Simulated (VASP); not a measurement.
An input for Ansatz (written as the equivalent of a VASP run, and not itself run):

Ansatz 0.2 input:
```yaml
crystal:
  lattice:
    - [3.7832354, 0.0000000, 0.0000000]
    - [0.0000000, 3.7832354, 0.0000000]
    - [0.0000000, 0.0000000, 3.7832354]
  atoms:
    - { symbol: Ti, position: [0.0000000, 0.0000000, 0.0000000] }
    - { symbol: Pt, position: [0.0000000, 0.5000000, 0.5000000] }
    - { symbol: Pt, position: [0.5000000, 0.0000000, 0.5000000] }
    - { symbol: Pt, position: [0.5000000, 0.5000000, 0.0000000] }
kpoints:
  mp_grid: { grid: [8, 8, 8] }
hamiltonian:
  xc: pbesol
  pseudopotentials: { kind: paw }
scf:
  occupations: { method: methfessel_paxton, width: 0.1 }
  max_iter: 100
relax:
  max_steps: 40
  f_tol: 0.02
  cell: { p_target: 45 }
output: { forces: true, stress: true, eigenvalues: true }
```

Question: Write the VASP files for the same calculation (PBEsol).

Answer: One answer among several that fit: 
### INCAR
```
# general
SYSTEM  = Pt3Ti
PREC    = Accurate
ENCUT   = 500
LREAL   = F
LASPH   = T

# electronic loop
EDIFF   = 1E-6
NELM    = 100
ALGO    = Normal
LMAXMIX = 6

# smearing
ISMEAR  = 1
SIGMA   = 0.1

# functional
GGA     = PS

# ions
IBRION  = 2
NSW     = 40
ISIF    = 3
EDIFFG  = -0.02
PSTRESS = 450

# output
LWAVE   = F
LCHARG  = F
```

### KPOINTS
```
Automatic mesh
0
Gamma
8 8 8
0 0 0
```

File POSCAR:
```
Pt3Ti
1
    3.7832354037     0.0000000000     0.0000000000
    0.0000000000     3.7832354037     0.0000000000
    0.0000000000     0.0000000000     3.7832354037
Ti Pt
1 3
Direct
  0.0000000000   0.0000000000   0.0000000000
  0.0000000000   0.5000000000   0.5000000000
  0.5000000000   0.0000000000   0.5000000000
  0.5000000000   0.5000000000   0.0000000000
```

POTCAR, in this order: Ti_sv Pt (PBE.64 set). Program: vasp_std.

What does not carry over: each code has its own PAW files, so the cut-off isn't converted (ENCUT is set for VASP's; basis.ecutwfc is left out, and Ansatz then takes the one that its files recommend); Ansatz stops its SCF on the density residual and VASP on the energy change (EDIFF).

The compound is Pt3Ti in the L1_2 structure. This run relaxes it under an external pressure of 45 GPa. Symmetry was kept, so distortions that lower it aren't found.
